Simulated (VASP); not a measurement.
These are r2SCAN meta-GGA, VASP's PBE PAW potentials (set 64) (plane waves; VASP) values and carry that method's errors.

VASP ran on this input.

**KPOINTS**
```
Automatic mesh
0
G
13 13 5
```

**KPOINTS_OPT**
```
k-points along high-symmetry lines
6
Line-mode
Reciprocal
  0.000000   0.000000   0.000000 ! GAMMA
  0.500000  -0.000000   0.000000 ! M

  0.500000  -0.000000   0.000000 ! M
  0.333333   0.333333   0.000000 ! K

  0.333333   0.333333   0.000000 ! K
  0.000000   0.000000   0.000000 ! GAMMA

  0.000000   0.000000   0.000000 ! GAMMA
  0.000000   0.000000   0.500000 ! A

  0.000000   0.000000   0.500000 ! A
  0.500000  -0.000000   0.500000 ! L

  0.500000  -0.000000   0.500000 ! L
  0.333333   0.333333   0.500000 ! H

  0.333333   0.333333   0.500000 ! H
  0.000000   0.000000   0.500000 ! A

  0.500000  -0.000000   0.500000 ! L
  0.500000  -0.000000   0.000000 ! M

  0.333333   0.333333   0.500000 ! H
  0.333333   0.333333   0.000000 ! K
```

### INCAR
```
ALGO = Normal
EDIFF = 1E-7
ENCUT = 400
ISIF = 2
ISMEAR = -5
LASPH = .True.
LCHARG = .False.
LEFG = .True.
LMAXMIX = 6
LMIXTAU = .True.
LORBIT = 11
LREAL = .False.
LWAVE = .False.
METAGGA = R2SCAN
NEDOS = 601
NELM = 100
PREC = Accurate
SYSTEM = WP
```

File POSCAR:
```
WP
1.0
  3.0610580937   0.0000000000   0.0000000000
 -1.5305290468   2.6509539794   0.0000000000
  0.0000000000   0.0000000000   8.0731512413
W P
2 2
Cart
 -0.0000015305   1.7673035366   0.2926056873
  1.5305305774   0.8836504428   4.3291813079
 -0.0000015305   1.7673035366   2.7348260282
  1.5305305774   0.8836504428   6.7714016489
```

POTCAR, in this order: W_sv P (PBE.64 set). Program: vasp_std.

Output

### OUTCAR
```
 ion  position               nearest neighbor table
   1  0.333  0.667  0.036-   4 2.38   4 2.38   4 2.38   3 2.44
   2  0.667  0.333  0.536-   3 2.38   3 2.38   3 2.38   4 2.44
   3  0.333  0.667  0.339-   2 2.38   2 2.38   2 2.38   1 2.44
   4  0.667  0.333  0.839-   1 2.38   1 2.38   1 2.38   2 2.44
  LATTYP: Found a hexagonal cell.
 ALAT       =     3.0610580937
 C/A-ratio  =     2.6373727627
 Subroutine PRICEL returns:
 Original cell was already a primitive cell.
 Subroutine GETGRP returns: Found 12 space group operations
The static configuration has the point symmetry C_3v.
 The point group associated with its full space group is C_6v.
The dynamic configuration has the point symmetry C_3v.
 Subroutine INISYM returns: Found 12 space group operations
 Subroutine IBZKPT returns following result:
 Found     63 irreducible k-points:

 Following reciprocal coordinates:
            Coordinates               Weight
  0.000000  0.000000  0.000000      1.000000
  0.076923  0.000000  0.000000      6.000000
  0.153846  0.000000  0.000000      6.000000
  0.230769  0.000000  0.000000      6.000000
  0.307692  0.000000  0.000000      6.000000
  0.384615 -0.000000  0.000000      6.000000
  0.461538 -0.000000  0.000000      6.000000
  0.076923  0.076923  0.000000      6.000000
  0.153846  0.076923  0.000000     12.000000
  0.230769  0.076923  0.000000     12.000000
  0.307692  0.076923  0.000000     12.000000
  0.384615  0.076923  0.000000     12.000000
  0.461538  0.076923  0.000000      6.000000
  0.153846  0.153846  0.000000      6.000000
  0.230769  0.153846  0.000000     12.000000
  0.307692  0.153846  0.000000     12.000000
  0.384615  0.153846  0.000000     12.000000
  0.230769  0.230769  0.000000      6.000000
  0.307692  0.230769  0.000000     12.000000
  0.384615  0.230769  0.000000      6.000000
  0.307692  0.307692  0.000000      6.000000
  0.000000  0.000000  0.200000      2.000000
  0.076923  0.000000  0.200000     12.000000
  0.153846  0.000000  0.200000     12.000000
  0.230769  0.000000  0.200000     12.000000
  0.307692  0.000000  0.200000     12.000000
  0.384615 -0.000000  0.200000     12.000000
  0.461538 -0.000000  0.200000     12.000000
  0.076923  0.076923  0.200000     12.000000
  0.153846  0.076923  0.200000     24.000000
  0.230769  0.076923  0.200000     24.000000
  0.307692  0.076923  0.200000     24.000000
  0.384615  0.076923  0.200000     24.000000
  0.461538  0.076923  0.200000     12.000000
  0.153846  0.153846  0.200000     12.000000
  0.230769  0.153846  0.200000     24.000000
  0.307692  0.153846  0.200000     24.000000
  0.384615  0.153846  0.200000     24.000000
  0.230769  0.230769  0.200000     12.000000
  0.307692  0.230769  0.200000     24.000000
   k-points           NKPTS =     63   k-points in BZ     NKDIM =     63   number of bands    NBANDS=     23
   number of dos      NEDOS =    601   number of ions     NIONS =      4
   total plane-waves  NPLWV =  21600
   dimension x,y,z NGX =    20 NGY =   20 NGZ =   54
   dimension x,y,z NGXF=    40 NGYF=   40 NGZF=  108
   ions per type =               2   2
   PREC   = accura    normal or accurate (medium, high low for compatibility)
   ISTART =      0    job   : 0-new  1-cont  2-samecut
   ICHARG =      2    charge: 1-file 2-atom 10-const
   ISPIN  =      1    spin polarized calculation?
   LNONCOLLINEAR =      F non collinear calculations
   LSORBIT =      F    spin-orbit coupling
   INIWAV =      1    electr: 0-lowe 1-rand  2-diag
   ENCUT  =  400.0 eV  29.40 Ry    5.42 a.u.   4.99  4.99 13.17*2*pi/ulx,y,z
   NELM   =    100;   NELMIN=  2; NELMDL= -5     # of ELM steps
...
```

**OSZICAR**
```
       N       E                     dE             d eps       ncg     rms          rms(c)
DAV:   1     0.254836200538E+03    0.25484E+03   -0.20192E+04  3146   0.149E+03
DAV:   2    -0.115874608244E+03   -0.37071E+03   -0.36653E+03  3262   0.453E+02
DAV:   3    -0.131000122775E+03   -0.15126E+02   -0.14914E+02  3771   0.871E+01
DAV:   4    -0.131223417524E+03   -0.22329E+00   -0.22287E+00  3354   0.117E+01
DAV:   5    -0.131228192766E+03   -0.47752E-02   -0.47734E-02  3913   0.159E+00    0.337E+01
DAV:   6    -0.123831000576E+03    0.73972E+01   -0.10437E+01  3890   0.281E+01    0.952E+00
DAV:   7    -0.119419158435E+03    0.44118E+01   -0.14155E+00  3157   0.704E+00    0.395E+00
DAV:   8    -0.120045737622E+03   -0.62658E+00   -0.10017E+00  2968   0.660E+00    0.125E+00
DAV:   9    -0.119998208452E+03    0.47529E-01   -0.26135E-01  3248   0.398E+00    0.486E-01
DAV:  10    -0.120031683549E+03   -0.33475E-01   -0.46836E-02  3409   0.161E+00    0.301E-01
DAV:  11    -0.120043485990E+03   -0.11802E-01   -0.87350E-02  3101   0.167E+00    0.166E-01
DAV:  12    -0.120052055583E+03   -0.85696E-02   -0.69375E-03  3255   0.535E-01    0.971E-02
DAV:  13    -0.120058473236E+03   -0.64177E-02   -0.26216E-03  3472   0.360E-01    0.764E-02
DAV:  14    -0.120060580274E+03   -0.21070E-02   -0.18601E-03  3248   0.273E-01    0.455E-02
DAV:  15    -0.120060574242E+03    0.60320E-05   -0.32411E-04  3325   0.124E-01    0.273E-02
DAV:  16    -0.120060721840E+03   -0.14760E-03   -0.18245E-04  3325   0.898E-02    0.740E-03
DAV:  17    -0.120060853139E+03   -0.13130E-03   -0.66113E-05  3430   0.525E-02    0.466E-03
DAV:  18    -0.120060812469E+03    0.40670E-04   -0.66245E-06  3743   0.170E-02    0.314E-03
DAV:  19    -0.120060817415E+03   -0.49460E-05   -0.11783E-06  3009   0.779E-03    0.129E-03
DAV:  20    -0.120060805167E+03    0.12248E-04   -0.85652E-07  2744   0.698E-03    0.872E-04
DAV:  21    -0.120060813468E+03   -0.83014E-05   -0.27143E-07  2702   0.376E-03    0.677E-04
DAV:  22    -0.120060809919E+03    0.35490E-05   -0.32171E-08  1925   0.126E-03    0.298E-04
DAV:  23    -0.120060812551E+03   -0.26312E-05   -0.10934E-08  1904   0.795E-04    0.174E-04
DAV:  24    -0.120060812016E+03    0.53426E-06   -0.11146E-09  1848   0.257E-04    0.102E-04
DAV:  25    -0.120060812438E+03   -0.42118E-06   -0.54518E-10  1785   0.157E-04    0.735E-05
DAV:  26    -0.120060812322E+03    0.11548E-06   -0.44301E-10  1715   0.157E-04    0.377E-05
DAV:  27    -0.120060812584E+03   -0.26220E-06   -0.69671E-11  1743   0.648E-05    0.249E-05
DAV:  28    -0.120060812353E+03    0.23085E-06   -0.27983E-11  1708   0.342E-05    0.236E-05
DAV:  29    -0.120060812438E+03   -0.84600E-07   -0.89396E-12  1708   0.174E-05
   1 F= -.12006081E+03 E0= -.12006081E+03  d E =0.000000E+00
       N       E                     dE             ncg
```

File OUTCAR:
```
------------------------ aborting loop because EDIFF is reached ----------------------------------------
  FORCE on cell =-STRESS in cart. coord.  units (eV):
  Direction    XX          YY          ZZ          XY          YZ          ZX
  --------------------------------------------------------------------------------------
  Total       -0.0325961     -0.0325961      0.1267919     -0.0000000     -0.0000000      0.0000000
  in kB       -0.7971852     -0.7971851      3.1008812     -0.0000000     -0.0000000      0.0000000
  external PRESSURE =       0.5021703 kB  Pullay stress =       0.0000000 kB
  volume of cell :       65.51
      direct lattice vectors                 reciprocal lattice vectors
     3.061058094  0.000000000  0.000000000     0.326684424  0.188611347  0.000000000
    -1.530529047  2.650953979  0.000000000     0.000000000  0.377222693  0.000000000
     0.000000000  0.000000000  8.073151241     0.000000000  0.000000000  0.123867369
 POSITION                                       TOTAL-FORCE (eV/Angst)
 -----------------------------------------------------------------------------------
     -0.00000      1.76730      0.29261         0.000000      0.000000     -0.002203
      1.53053      0.88365      4.32918        -0.000000     -0.000000     -0.002203
     -0.00000      1.76730      2.73483         0.000000     -0.000000      0.002203
      1.53053      0.88365      6.77140         0.000000     -0.000000      0.002203
 -----------------------------------------------------------------------------------
    total drift:                               -0.001898      0.001097      0.004127
  FREE ENERGIE OF THE ION-ELECTRON SYSTEM (eV)
  ---------------------------------------------------
  free  energy   TOTEN  =      -120.0608124380 eV

  energy  without entropy=     -120.0608124380  energy(sigma->0) =     -120.06081244

 total charge

# of ion       s       p       d       tot
------------------------------------------
    1        2.353   6.287   3.424  12.064
    2        2.353   6.287   3.424  12.064
    3        1.040   1.497   0.000   2.538
    4        1.040   1.497   0.000   2.538
--------------------------------------------------
tot          6.787  15.569   6.847  29.203

 Electric field gradients after diagonalization (V/A^2)
 (convention: |V_zz| > |V_xx| > |V_yy|)
----------------------------------------------------------------------
 ion       V_xx      V_yy      V_zz     asymmetry (V_yy - V_xx)/ V_zz
----------------------------------------------------------------------
   1      70.884    70.882  -141.766       0.000
   2      70.884    70.882  -141.766       0.000
   3      24.756    24.756   -49.511       0.000
   4      24.756    24.756   -49.511       0.000
```
(Selected blocks of OUTCAR.)

For a metal the tetrahedron method with Blöchl corrections gives inexact stress and forces.

The structure was generated: WP was put into the wurtzite type (P6_3mc), which need not be its known phase. It was relaxed first, which changed the volume by -45 %.
